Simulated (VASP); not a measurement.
# A VASP study of CaO (Lime) (r2SCAN + rVV10): structure first, properties next, part 5 of 6

What structure does CaO (Lime) take at this level, and what are its properties? The start is a cell from a database of measured crystal structures.

VASP 6.6.1; r2SCAN with rVV10; plane waves and PAW (Ca_sv, O).

So far, gap on the k-mesh (eV): step 2 (full relaxation (r2SCAN + rVV10)) 4.15; step 4 (single point with fields (r2SCAN + rVV10)) 4.15; step 6 (density of states (r2SCAN + rVV10)) 4.15; step 7 (volume scan with r2SCAN + rVV10) 4.12; step 8 (volume scan with r2SCAN + rVV10 (run 2)) 4.13.

## (9) Volume scan with r2SCAN + rVV10 (run 3)

The input, INCAR:

```
SYSTEM = CaO
PREC = Accurate
ENCUT = 520
EDIFF = 1E-06
NELM = 100
ISMEAR = 0
SIGMA = 0.05
LREAL = .FALSE.
ALGO = Normal
METAGGA = R2SCAN
LUSE_VDW = .TRUE.
IVDW_NL = 2
BPARAM = 11.95
CPARAM = 0.0093
LASPH = .TRUE.
NBANDS = 14
LORBIT = 11
LWAVE = .FALSE.
LCHARG = .FALSE.
KPAR = 2
ISIF = 2
```

The input, POSCAR:

```
CaO
1.0
    0.0000000000      2.3809306854      2.3809306854
    2.3809306854      0.0000000000      2.3809306854
    2.3809306854      2.3809306854      0.0000000000
Ca O
1 1
Direct
    0.0000000000      0.0000000000      0.0000000000
    0.5000000000      0.5000000000      0.5000000000
```

The input, KPOINTS:

```
Automatic mesh
0
Gamma
10 10 10
0 0 0
```

PAW data sets: Ca_sv and O (PBE family, release 64).

Started as:

```bash
> mpirun -np 2 vasp_std
```

The program printed:

```text
[... set-up lines as in an earlier step ...]
 entering main loop
       N       E                     dE             d eps       ncg     rms          rms(c)
Total rVV10 correction in eV:      0.3621247    16.0032792
Total rVV10 correction in eV:      0.3621247    16.0032792
DAV:   1     0.121172390447E+03    0.12117E+03   -0.87863E+03  1316   0.121E+03
DAV:   2    -0.189770328320E+02   -0.14015E+03   -0.13188E+03  1690   0.314E+02
DAV:   3    -0.246424215155E+02   -0.56654E+01   -0.56338E+01  1460   0.663E+01
DAV:   4    -0.248532807494E+02   -0.21086E+00   -0.21058E+00  2064   0.108E+01
DAV:   5    -0.248545913390E+02   -0.13106E-02   -0.13106E-02  1442   0.980E-01    0.762E+00
Total rVV10 correction in eV:      0.3875009    16.0032789
Total rVV10 correction in eV:      0.3875009    16.0032789
DAV:   6    -0.189080222222E+02    0.59466E+01   -0.36639E+00  1676   0.247E+01    0.260E+00
Total rVV10 correction in eV:      0.3977437    16.0032789
Total rVV10 correction in eV:      0.3977437    16.0032789
DAV:   7    -0.190320166280E+02   -0.12399E+00   -0.55814E-01  1334   0.559E+00    0.195E+00
[...]
Total rVV10 correction in eV:      0.4132086    16.0032789
Total rVV10 correction in eV:      0.4132086    16.0032789
DAV:  10    -0.190297269074E+02    0.38172E-03   -0.54476E-03  1424   0.706E-01    0.798E-02
Total rVV10 correction in eV:      0.4131278    16.0032789
Total rVV10 correction in eV:      0.4131278    16.0032789
DAV:  11    -0.190299071979E+02   -0.18029E-03   -0.96099E-04  1400   0.266E-01    0.575E-02
Total rVV10 correction in eV:      0.4136060    16.0032789
Total rVV10 correction in eV:      0.4136060    16.0032789
DAV:  12    -0.190298181827E+02    0.89015E-04   -0.26637E-04  1502   0.146E-01    0.106E-02
Total rVV10 correction in eV:      0.4136301    16.0032789
Total rVV10 correction in eV:      0.4136301    16.0032789
DAV:  13    -0.190298217876E+02   -0.36049E-05   -0.18720E-05  1566   0.431E-02    0.850E-03
Total rVV10 correction in eV:      0.4136472    16.0032789
Total rVV10 correction in eV:      0.4136472    16.0032789
DAV:  14    -0.190298220568E+02   -0.26916E-06   -0.33578E-07   730   0.593E-03
Total rVV10 correction in eV:      0.4136090    16.0032789
Total rVV10 correction in eV:      0.4136090    16.0032789
Total rVV10 correction in eV:      0.4136379    16.0032789
Total rVV10 correction in eV:      0.4136379    16.0032789
   1 F= -.19029822E+02 E0= -.19029822E+02  d E =-.952007E-12
```

The job ended after 2.9 min (2 MPI ranks of AMD EPYC 7R43, shared host; peak memory 0.47 GiB; 5.8 min of CPU time).

OUTCAR, selected parts (step 9):

```text
  Total        0.4230532      0.4230532      0.4230532      0.0000000     -0.0000000      0.0000000
  in kB       25.1093398     25.1093398     25.1093398      0.0000000     -0.0000000      0.0000000
  external PRESSURE =      25.1093398 kB  Pullay stress =       0.0000000 kB

 POSITION                                       TOTAL-FORCE (eV/Angst)
 -----------------------------------------------------------------------------------
      0.00000      0.00000      0.00000        -0.000000     -0.000000     -0.000000
      2.38093      2.38093      2.38093         0.000000      0.000000      0.000000
 -----------------------------------------------------------------------------------
    total drift:                                0.000000      0.000000      0.000000

  FREE ENERGIE OF THE ION-ELECTRON SYSTEM (eV)
  ---------------------------------------------------
  free  energy   TOTEN  =       -19.0298220568 eV

  energy  without entropy=      -19.0298220568  energy(sigma->0) =      -19.02982206

[... 1 part as in an earlier step ...]

[... 2 further parts left out ...]
[key lines of the parts left out:]
E-fermi :   2.3706
```

The pressure falls from 5.34 to 2.51 GPa.

The run ends at a pressure of 2.51 GPa.

## (10) Volume scan with r2SCAN + rVV10 (run 4)

INCAR is that of step 9.

The input, POSCAR:

```
CaO
1.0
    0.0000000000      2.3970185429      2.3970185429
    2.3970185429      0.0000000000      2.3970185429
    2.3970185429      2.3970185429      0.0000000000
Ca O
1 1
Direct
    0.0000000000      0.0000000000      0.0000000000
    0.5000000000      0.5000000000      0.5000000000
```

KPOINTS is that of step 9.

Started as:

```bash
> mpirun -np 2 vasp_std
```

The program printed:

```text
[... set-up lines as in an earlier step ...]
 entering main loop
       N       E                     dE             d eps       ncg     rms          rms(c)
Total rVV10 correction in eV:      0.3658945    16.0032792
Total rVV10 correction in eV:      0.3658945    16.0032792
[... 3 cycles as in an earlier step ...]
DAV:   4    -0.248448614022E+02   -0.20291E+00   -0.20265E+00  1870   0.109E+01
DAV:   5    -0.248471399203E+02   -0.22785E-02   -0.22779E-02  1598   0.107E+00    0.761E+00
Total rVV10 correction in eV:      0.3913514    16.0032788
Total rVV10 correction in eV:      0.3913514    16.0032788
DAV:   6    -0.189071821539E+02    0.59400E+01   -0.36868E+00  1682   0.246E+01    0.261E+00
Total rVV10 correction in eV:      0.4014263    16.0032789
Total rVV10 correction in eV:      0.4014263    16.0032789
[... 1 cycle as in an earlier step ...]
Total rVV10 correction in eV:      0.4157233    16.0032789
Total rVV10 correction in eV:      0.4157233    16.0032789
[... 1 cycle as in an earlier step ...]
Total rVV10 correction in eV:      0.4178955    16.0032789
Total rVV10 correction in eV:      0.4178955    16.0032789
[... 1 cycle as in an earlier step ...]
Total rVV10 correction in eV:      0.4169667    16.0032789
Total rVV10 correction in eV:      0.4169667    16.0032789
DAV:  10    -0.190348747499E+02    0.39673E-03   -0.55631E-03  1420   0.705E-01    0.802E-02
Total rVV10 correction in eV:      0.4168928    16.0032789
Total rVV10 correction in eV:      0.4168928    16.0032789
[... 1 cycle as in an earlier step ...]
Total rVV10 correction in eV:      0.4173545    16.0032789
Total rVV10 correction in eV:      0.4173545    16.0032789
[... 1 cycle as in an earlier step ...]
Total rVV10 correction in eV:      0.4173796    16.0032789
Total rVV10 correction in eV:      0.4173796    16.0032789
[... 1 cycle as in an earlier step ...]
Total rVV10 correction in eV:      0.4173964    16.0032789
Total rVV10 correction in eV:      0.4173964    16.0032789
DAV:  14    -0.190349697156E+02   -0.19173E-06   -0.33968E-07   698   0.605E-03
Total rVV10 correction in eV:      0.4173596    16.0032789
Total rVV10 correction in eV:      0.4173596    16.0032789
Total rVV10 correction in eV:      0.4173886    16.0032789
Total rVV10 correction in eV:      0.4173886    16.0032789
   1 F= -.19034970E+02 E0= -.19034970E+02  d E =-.464922E-12
```

Wall time 3 min (2 MPI ranks); peak memory 0.47 GiB; 5.8 min of CPU time.

Parts of OUTCAR (step 10):

```text
  Total       -0.0042507     -0.0042507     -0.0042507      0.0000000      0.0000000     -0.0000000
  in kB       -0.2472434     -0.2472434     -0.2472434      0.0000000      0.0000000     -0.0000000
  external PRESSURE =      -0.2472434 kB  Pullay stress =       0.0000000 kB

 POSITION                                       TOTAL-FORCE (eV/Angst)
 -----------------------------------------------------------------------------------
      0.00000      0.00000      0.00000        -0.000000     -0.000000     -0.000000
      2.39702      2.39702      2.39702         0.000000      0.000000      0.000000
 -----------------------------------------------------------------------------------
    total drift:                                0.000000      0.000000      0.000000

[... 4 parts as in an earlier step ...]

[... 1 further part left out ...]
[key lines of the parts left out:]
E-fermi :   2.2588
```

The pressure falls from 2.51 to -0.02 GPa.

The run ends at a pressure of -0.02 GPa.

## (11) Volume scan with r2SCAN + rVV10 (run 5)

INCAR is that of step 10.

The input, POSCAR:

```
CaO
1.0
    0.0000000000      2.4128933005      2.4128933005
    2.4128933005      0.0000000000      2.4128933005
    2.4128933005      2.4128933005      0.0000000000
Ca O
1 1
Direct
    0.0000000000      0.0000000000      0.0000000000
    0.5000000000      0.5000000000      0.5000000000
```

KPOINTS is that of step 10.

Started as:

```bash
> mpirun -np 2 vasp_std
```

The program printed:

```text
[... set-up lines as in an earlier step ...]
 entering main loop
       N       E                     dE             d eps       ncg     rms          rms(c)
Total rVV10 correction in eV:      0.3695525    16.0032792
Total rVV10 correction in eV:      0.3695525    16.0032792
DAV:   1     0.120491399552E+03    0.12049E+03   -0.85953E+03  1316   0.119E+03
DAV:   2    -0.187623156854E+02   -0.13925E+03   -0.13035E+03  1654   0.313E+02
DAV:   3    -0.246152436037E+02   -0.58529E+01   -0.58119E+01  1526   0.671E+01
DAV:   4    -0.248306292074E+02   -0.21539E+00   -0.21500E+00  1924   0.111E+01
DAV:   5    -0.248334775635E+02   -0.28484E-02   -0.28481E-02  1576   0.121E+00    0.761E+00
Total rVV10 correction in eV:      0.3950971    16.0032790
Total rVV10 correction in eV:      0.3950971    16.0032790
DAV:   6    -0.188979799161E+02    0.59355E+01   -0.37305E+00  1682   0.246E+01    0.263E+00
Total rVV10 correction in eV:      0.4049953    16.0032791
Total rVV10 correction in eV:      0.4049953    16.0032791
DAV:   7    -0.190322476211E+02   -0.13427E+00   -0.56419E-01  1334   0.549E+00    0.197E+00
[...]
Total rVV10 correction in eV:      0.4206074    16.0032791
Total rVV10 correction in eV:      0.4206074    16.0032791
DAV:  10    -0.190317780036E+02    0.40578E-03   -0.56555E-03  1414   0.704E-01    0.802E-02
Total rVV10 correction in eV:      0.4205492    16.0032791
Total rVV10 correction in eV:      0.4205492    16.0032791
DAV:  11    -0.190319501820E+02   -0.17218E-03   -0.91880E-04  1412   0.256E-01    0.528E-02
Total rVV10 correction in eV:      0.4209930    16.0032791
Total rVV10 correction in eV:      0.4209930    16.0032791
DAV:  12    -0.190318741961E+02    0.75986E-04   -0.24043E-04  1532   0.136E-01    0.115E-02
Total rVV10 correction in eV:      0.4210197    16.0032791
Total rVV10 correction in eV:      0.4210197    16.0032791
DAV:  13    -0.190318775025E+02   -0.33064E-05   -0.16006E-05  1546   0.409E-02    0.873E-03
Total rVV10 correction in eV:      0.4210367    16.0032791
Total rVV10 correction in eV:      0.4210367    16.0032791
DAV:  14    -0.190318775605E+02   -0.58017E-07   -0.40080E-07   772   0.645E-03
Total rVV10 correction in eV:      0.4210002    16.0032791
Total rVV10 correction in eV:      0.4210002    16.0032791
Total rVV10 correction in eV:      0.4210297    16.0032791
Total rVV10 correction in eV:      0.4210297    16.0032791
   1 F= -.19031878E+02 E0= -.19031878E+02  d E =-.105399E-12
```

The job ended after 3 min (2 MPI ranks; peak memory 0.46 GiB; 5.8 min of CPU time).

Parts of OUTCAR (step 11):

```text
  Total       -0.4038832     -0.4038832     -0.4038832     -0.0000000      0.0000000     -0.0000000
  in kB      -23.0314912    -23.0314912    -23.0314912     -0.0000000      0.0000000     -0.0000000
  external PRESSURE =     -23.0314912 kB  Pullay stress =       0.0000000 kB

 POSITION                                       TOTAL-FORCE (eV/Angst)
 -----------------------------------------------------------------------------------
      0.00000      0.00000      0.00000         0.000000     -0.000000     -0.000000
      2.41289      2.41289      2.41289        -0.000000      0.000000      0.000000
 -----------------------------------------------------------------------------------
    total drift:                                0.000000      0.000000      0.000000

  FREE ENERGIE OF THE ION-ELECTRON SYSTEM (eV)
  ---------------------------------------------------
  free  energy   TOTEN  =       -19.0318775605 eV

  energy  without entropy=      -19.0318775605  energy(sigma->0) =      -19.03187756

[... 1 part as in an earlier step ...]

[... 2 further parts left out ...]
[key lines of the parts left out:]
E-fermi :   2.1562
```

The pressure falls from -0.02 to -2.30 GPa.

The run ends at a pressure of -2.30 GPa.

## (12) Volume scan with r2SCAN + rVV10 (run 6)

INCAR is that of step 11.

The input, POSCAR:

```
CaO
1.0
    0.0000000000      2.4285618779      2.4285618779
    2.4285618779      0.0000000000      2.4285618779
    2.4285618779      2.4285618779      0.0000000000
Ca O
1 1
Direct
    0.0000000000      0.0000000000      0.0000000000
    0.5000000000      0.5000000000      0.5000000000
```

KPOINTS is that of step 11.

Started as:

```bash
> mpirun -np 2 vasp_std
```

The program printed:

```text
[... set-up lines as in an earlier step ...]
 entering main loop
       N       E                     dE             d eps       ncg     rms          rms(c)
Total rVV10 correction in eV:      0.3731033    16.0032792
Total rVV10 correction in eV:      0.3731033    16.0032792
DAV:   1     0.120715837788E+03    0.12072E+03   -0.85477E+03  1316   0.119E+03
DAV:   2    -0.188004410483E+02   -0.13952E+03   -0.13122E+03  1646   0.315E+02
DAV:   3    -0.246029877925E+02   -0.58025E+01   -0.57547E+01  1576   0.662E+01
DAV:   4    -0.248126557934E+02   -0.20967E+00   -0.20940E+00  1932   0.109E+01
DAV:   5    -0.248142999752E+02   -0.16442E-02   -0.16441E-02  1580   0.104E+00    0.761E+00
Total rVV10 correction in eV:      0.3987386    16.0032794
Total rVV10 correction in eV:      0.3987386    16.0032794
DAV:   6    -0.188820328217E+02    0.59323E+01   -0.37697E+00  1676   0.246E+01    0.264E+00
Total rVV10 correction in eV:      0.4084358    16.0032794
Total rVV10 correction in eV:      0.4084358    16.0032794
DAV:   7    -0.190206677385E+02   -0.13863E+00   -0.55905E-01  1334   0.543E+00    0.198E+00
[...]
Total rVV10 correction in eV:      0.4241487    16.0032794
Total rVV10 correction in eV:      0.4241487    16.0032794
DAV:  10    -0.190211976171E+02    0.40442E-03   -0.56257E-03  1416   0.696E-01    0.797E-02
Total rVV10 correction in eV:      0.4240990    16.0032794
Total rVV10 correction in eV:      0.4240990    16.0032794
DAV:  11    -0.190213686073E+02   -0.17099E-03   -0.90529E-04  1406   0.252E-01    0.510E-02
Total rVV10 correction in eV:      0.4245284    16.0032794
Total rVV10 correction in eV:      0.4245284    16.0032794
DAV:  12    -0.190212977174E+02    0.70890E-04   -0.23526E-04  1550   0.133E-01    0.122E-02
Total rVV10 correction in eV:      0.4245548    16.0032794
Total rVV10 correction in eV:      0.4245548    16.0032794
DAV:  13    -0.190213009198E+02   -0.32024E-05   -0.15362E-05  1538   0.403E-02    0.908E-03
Total rVV10 correction in eV:      0.4245720    16.0032794
Total rVV10 correction in eV:      0.4245720    16.0032794
DAV:  14    -0.190213008505E+02    0.69323E-07   -0.45248E-07   746   0.685E-03
Total rVV10 correction in eV:      0.4245357    16.0032794
Total rVV10 correction in eV:      0.4245357    16.0032794
Total rVV10 correction in eV:      0.4245659    16.0032794
Total rVV10 correction in eV:      0.4245659    16.0032794
   1 F= -.19021301E+02 E0= -.19021301E+02  d E =-.104496E-13
```

The job ended after 2.9 min (2 MPI ranks; peak memory 0.47 GiB; 5.5 min of CPU time).

From OUTCAR (step 12):

```text
  Total       -0.7783308     -0.7783308     -0.7783308      0.0000000     -0.0000000      0.0000000
  in kB      -43.5308624    -43.5308624    -43.5308624      0.0000000     -0.0000000      0.0000000
  external PRESSURE =     -43.5308624 kB  Pullay stress =       0.0000000 kB

 POSITION                                       TOTAL-FORCE (eV/Angst)
 -----------------------------------------------------------------------------------
      0.00000      0.00000      0.00000         0.000000      0.000000      0.000000
      2.42856      2.42856      2.42856        -0.000000     -0.000000     -0.000000
 -----------------------------------------------------------------------------------
    total drift:                                0.000000      0.000000      0.000000

  FREE ENERGIE OF THE ION-ELECTRON SYSTEM (eV)
  ---------------------------------------------------
  free  energy   TOTEN  =       -19.0213008505 eV

  energy  without entropy=      -19.0213008505  energy(sigma->0) =      -19.02130085

[... 1 part as in an earlier step ...]

[... 2 further parts left out ...]
[key lines of the parts left out:]
E-fermi :   2.0625
```

The pressure falls from -2.30 to -4.35 GPa.

The run ends at a pressure of -4.35 GPa.

## (13) Volume scan with r2SCAN + rVV10 (run 7)

A prediction first. A parabola through the 6 pressures of evenly scaled cells so far, P = -0.03 -120.7 t +274 t² GPa with t = ln(V/V₁) and V₁ the volume at scale 1, gives -6.13 GPa at t = +0.0583.

INCAR is that of step 12.

The input, POSCAR:

```
CaO
1.0
    0.0000000000      2.4440308419      2.4440308419
    2.4440308419      0.0000000000      2.4440308419
    2.4440308419      2.4440308419      0.0000000000
Ca O
1 1
Direct
    0.0000000000      0.0000000000      0.0000000000
    0.5000000000      0.5000000000      0.5000000000
```

KPOINTS is that of step 12.

Started as:

```bash
> mpirun -np 2 vasp_std
```

The program printed:

```text
[... set-up lines as in an earlier step ...]
 entering main loop
       N       E                     dE             d eps       ncg     rms          rms(c)
Total rVV10 correction in eV:      0.3765514    16.0032792
Total rVV10 correction in eV:      0.3765514    16.0032792
DAV:   1     0.121548248913E+03    0.12155E+03   -0.85655E+03  1324   0.118E+03
DAV:   2    -0.183085866710E+02   -0.13986E+03   -0.13051E+03  1586   0.312E+02
DAV:   3    -0.245515995949E+02   -0.62430E+01   -0.61871E+01  1598   0.686E+01
DAV:   4    -0.247881907998E+02   -0.23659E+00   -0.23635E+00  1880   0.115E+01
DAV:   5    -0.247902015282E+02   -0.20107E-02   -0.20093E-02  1540   0.114E+00    0.761E+00
Total rVV10 correction in eV:      0.4022831    16.0032797
Total rVV10 correction in eV:      0.4022831    16.0032797
DAV:   6    -0.188590194037E+02    0.59312E+01   -0.38066E+00  1682   0.246E+01    0.266E+00
Total rVV10 correction in eV:      0.4118064    16.0032797
Total rVV10 correction in eV:      0.4118064    16.0032797
DAV:   7    -0.190024245201E+02   -0.14341E+00   -0.56080E-01  1334   0.538E+00    0.199E+00
[...]
Total rVV10 correction in eV:      0.4275887    16.0032797
Total rVV10 correction in eV:      0.4275887    16.0032797
DAV:  10    -0.190039141554E+02    0.41399E-03   -0.56799E-03  1416   0.693E-01    0.796E-02
Total rVV10 correction in eV:      0.4275450    16.0032797
Total rVV10 correction in eV:      0.4275450    16.0032797
DAV:  11    -0.190040860647E+02   -0.17191E-03   -0.90165E-04  1382   0.249E-01    0.497E-02
Total rVV10 correction in eV:      0.4279651    16.0032797
Total rVV10 correction in eV:      0.4279651    16.0032797
DAV:  12    -0.190040192644E+02    0.66800E-04   -0.23305E-04  1568   0.130E-01    0.129E-02
Total rVV10 correction in eV:      0.4279893    16.0032797
Total rVV10 correction in eV:      0.4279893    16.0032797
DAV:  13    -0.190040222357E+02   -0.29712E-05   -0.14734E-05  1524   0.399E-02    0.925E-03
Total rVV10 correction in eV:      0.4280068    16.0032797
Total rVV10 correction in eV:      0.4280068    16.0032797
DAV:  14    -0.190040220588E+02    0.17693E-06   -0.51636E-07   772   0.722E-03
Total rVV10 correction in eV:      0.4279704    16.0032797
Total rVV10 correction in eV:      0.4279704    16.0032797
Total rVV10 correction in eV:      0.4280011    16.0032797
Total rVV10 correction in eV:      0.4280011    16.0032797
   1 F= -.19004022E+02 E0= -.19004022E+02  d E =-.410461E-15
```

Elapsed: 3 min, on 2 MPI ranks; peak memory 0.48 GiB.

From OUTCAR (step 13):

```text
  Total       -1.1287960     -1.1287960     -1.1287960      0.0000000      0.0000000      0.0000000
  in kB      -61.9406864    -61.9406864    -61.9406864      0.0000000      0.0000000      0.0000000
  external PRESSURE =     -61.9406864 kB  Pullay stress =       0.0000000 kB

 POSITION                                       TOTAL-FORCE (eV/Angst)
 -----------------------------------------------------------------------------------
      0.00000      0.00000      0.00000         0.000000      0.000000      0.000000
      2.44403      2.44403      2.44403        -0.000000     -0.000000     -0.000000
 -----------------------------------------------------------------------------------
    total drift:                                0.000000      0.000000      0.000000

  FREE ENERGIE OF THE ION-ELECTRON SYSTEM (eV)
  ---------------------------------------------------
  free  energy   TOTEN  =       -19.0040220588 eV

  energy  without entropy=      -19.0040220588  energy(sigma->0) =      -19.00402206

[... 1 part as in an earlier step ...]

[... 2 further parts left out ...]
[key lines of the parts left out:]
E-fermi :   1.9773
```

The pressure falls from -4.35 to -6.19 GPa. The parabola predicted -6.13 GPa, +0.06 GPa off.

(Part 5 of 6 ends here.)

[Lines on the potential files, build, host, timing and source positions are cut from VASP's logs without a mark.]

[Logs are printed without paths, hosts, clocks, repeated set-up lines and the standing remarks that a program may print on its own settings, such as how far it seeks lower states.]

[Hosts, paths, dates, database ids (printed as entryN), source tags and the programs' standing remarks are cut or masked in the printed files.]

[A measured line is paired with the nearest computed mode of its activity, which favours agreement.]
